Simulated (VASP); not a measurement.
Output of a VASP run:

### OSZICAR
```
       N       E                     dE             d eps       ncg     rms          rms(c)
DAV:   1    -0.898895366192E+04   -0.89890E+04   -0.28681E+04   330   0.959E+02
DAV:   2    -0.955475629985E+04   -0.56580E+03   -0.55341E+03   395   0.258E+02
DAV:   3    -0.961149893038E+04   -0.56743E+02   -0.56543E+02   356   0.957E+01
DAV:   4    -0.961268107013E+04   -0.11821E+01   -0.11798E+01   364   0.175E+01
DAV:   5    -0.368865952514E+02    0.95758E+04   -0.36674E+01   326   0.369E+01    0.837E+00
DAV:   6    -0.353619033548E+02    0.15247E+01   -0.52885E+00   372   0.883E+00    0.472E+00
DAV:   7    -0.353400046102E+02    0.21899E-01   -0.14534E+00   364   0.472E+00    0.329E+00
DAV:   8    -0.353615482919E+02   -0.21544E-01   -0.15714E-01   361   0.160E+00    0.200E+00
DAV:   9    -0.353508795495E+02    0.10669E-01   -0.17007E-02   348   0.715E-01    0.113E+00
DAV:  10    -0.353489124667E+02    0.19671E-02   -0.83954E-03   345   0.392E-01    0.622E-01
DAV:  11    -0.353489926487E+02   -0.80182E-04   -0.18748E-03   337   0.192E-01    0.350E-01
DAV:  12    -0.353491640005E+02   -0.17135E-03   -0.47468E-04   332   0.110E-01    0.205E-01
DAV:  13    -0.353493144665E+02   -0.15047E-03   -0.21123E-04   345   0.723E-02    0.121E-01
DAV:  14    -0.353494144230E+02   -0.99956E-04   -0.85023E-05   329   0.453E-02    0.720E-02
DAV:  15    -0.353494701893E+02   -0.55766E-04   -0.32279E-05   337   0.275E-02    0.435E-02
DAV:  16    -0.353494991369E+02   -0.28948E-04   -0.13179E-05   332   0.172E-02    0.267E-02
DAV:  17    -0.353495136657E+02   -0.14529E-04   -0.58146E-06   302   0.110E-02    0.167E-02
DAV:  18    -0.353495208230E+02   -0.71573E-05   -0.27087E-06   297   0.739E-03    0.106E-02
DAV:  19    -0.353495242965E+02   -0.34735E-05   -0.12013E-06   206   0.491E-03    0.684E-03
DAV:  20    -0.353495259729E+02   -0.16765E-05   -0.73284E-07   212   0.369E-03    0.449E-03
DAV:  21    -0.353495267791E+02   -0.80611E-06   -0.34472E-07   209   0.257E-03
   1 F= -.35349527E+02 E0= -.35349527E+02  d E =-.323491E-09
```

### OUTCAR
```
------------------------ aborting loop because EDIFF is reached ----------------------------------------
  FORCE on cell =-STRESS in cart. coord.  units (eV):
  Direction    XX          YY          ZZ          XY          YZ          ZX
  --------------------------------------------------------------------------------------
  Total       -2.1495774     -2.1495774     -2.1495774     -0.0000000     -0.0000000      0.0000000
  in kB       -8.9213994     -8.9213994     -8.9213994     -0.0000000     -0.0000000      0.0000000
  external PRESSURE =      -8.9213994 kB  Pullay stress =       0.0000000 kB
  volume of cell :      386.04
      direct lattice vectors                 reciprocal lattice vectors
     0.000000000  5.779189000  5.779189000    -0.086517330  0.086517330  0.086517330
     5.779189000  0.000000000  5.779189000     0.086517330 -0.086517330  0.086517330
     5.779189000  5.779189000  0.000000000     0.086517330  0.086517330 -0.086517330
 POSITION                                       TOTAL-FORCE (eV/Angst)
 -----------------------------------------------------------------------------------
      8.66878      8.66878      8.66878        -0.000000     -0.000000     -0.000000
      2.88959      2.88959      2.88959        -0.000000      0.000000     -0.000000
      5.77919      5.77919      5.77919        -0.000000      0.000000     -0.000000
      0.00000      0.00000      0.00000        -0.000000      0.000000     -0.000000
      2.89896      5.77919      5.77919        -0.253374      0.000000     -0.000000
      8.65942      5.77919      5.77919         0.253374      0.000000     -0.000000
      5.77919      2.89896      5.77919        -0.000000     -0.253374     -0.000000
      5.77919      8.65942      5.77919        -0.000000      0.253374     -0.000000
      5.77919      5.77919      2.89896        -0.000000      0.000000     -0.253374
      5.77919      5.77919      8.65942        -0.000000      0.000000      0.253374
 -----------------------------------------------------------------------------------
    total drift:                                0.000002      0.000035     -0.000024
  FREE ENERGIE OF THE ION-ELECTRON SYSTEM (eV)
  ---------------------------------------------------
  free  energy   TOTEN  =       -35.3495267791 eV

  energy  without entropy=      -35.3495267787  energy(sigma->0) =      -35.34952678

  exchange ACFDT corr.  =         0.00000000  see jH, gK, PRB 81, 115126
```
(Selected blocks of OUTCAR.)

### POSCAR
```
Cs2AgBiBr6
1
    0.0000000000     5.7791890000     5.7791890000
    5.7791890000     0.0000000000     5.7791890000
    5.7791890000     5.7791890000     0.0000000000
Cs Ag Bi Br
2 1 1 6
Direct
  0.7500000000   0.7500000000   0.7500000000
  0.2500000000   0.2500000000   0.2500000000
  0.5000000000   0.5000000000   0.5000000000
  0.0000000000   0.0000000000   0.0000000000
  0.7491900000   0.2508100000   0.2508100000
  0.2508100000   0.7491900000   0.7491900000
  0.2508100000   0.7491900000   0.2508100000
  0.7491900000   0.2508100000   0.7491900000
  0.2508100000   0.2508100000   0.7491900000
  0.7491900000   0.7491900000   0.2508100000
```

**Question.** Write an INCAR and KPOINTS that could have produced this output.

**Answer.** Several could match; the one computed here: the input of the run itself, HSE06 screened hybrid, plane waves, VASP's PBE PAW potentials (set 64).

### INCAR
```
SYSTEM = Cs2AgBiBr6
PREC = Accurate; ENCUT = 300; LREAL = .False.
LASPH = .True.; ISYM = 3
EDIFF = 1E-6; NELM = 100; ALGO = Normal
LMAXMIX = 4
ISMEAR = -1; SIGMA = 0.05
GGA = PE; LHFCALC = .True.; AEXX = 0.25
HFSCREEN = 0.2; PRECFOCK = Fast
ISIF = 2
LWAVE = .False.; LCHARG = .False.
```

File KPOINTS:
```
kpoints
0
gamma
  2 2 2
0 0 0
```

POTCAR, in this order: Cs_sv Ag Bi_d Br (PBE.64 set). Program: vasp_std.

At this cut-off the stress carries a Pulay error, which pulls relaxed volumes low.

The structure comes from a computed database's Cs2AgBiBr6 entry; how it stands against other phases isn't given here. The cell was not relaxed at this level. The k-mesh is coarse (spacing up to 0.47 per Å, 2π included), so the numbers may not be converged in it.
